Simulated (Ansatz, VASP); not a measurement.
**Two plane-wave programs on GaGe3**

```xyz
4
Lattice="4.2785 0.0000 0.0000 0.0000 4.2785 0.0000 0.0000 0.0000 4.2785" Properties=species:S:1:pos:R:3 pbc="T T T"
Ga    0.0000    0.0000    0.0000
Ge    0.0000    2.1392    2.1820
Ge    2.1392    0.0000    2.1392
Ge    2.1392    2.1392    0.0000
```

The cell comes from a database or a generator and needn't be the stable form of this composition.

Alike in both runs: task single point; functional PBEsol; k mesh 5 × 5 × 5; no spin polarisation.

|  | VASP | Ansatz |
| --- | --- | --- |
| version | VASP 6.6.1 | Ansatz 0.2.0 |
| potentials or method | VASP PAW PBE potentials, release 64 (Ga_d, Ge_d) | plane waves, PAW |
| plane-wave cutoff (eV) | 520 | 420 |
| occupations | methfessel-paxton of order 1, width 0.1 eV | cold |
| valence electrons in the cell | 55 | 55 |

```csv
,VASP,Ansatz,Ansatz less VASP
rms of the force components (eV/Å),0.031,0.028,-0.0022
```

Atom by atom the forces differ by 0.002 eV/Å (rms over components).

Caveats: the PAW data sets were made with another functional, which shifts forces and pressure a little (VASP).
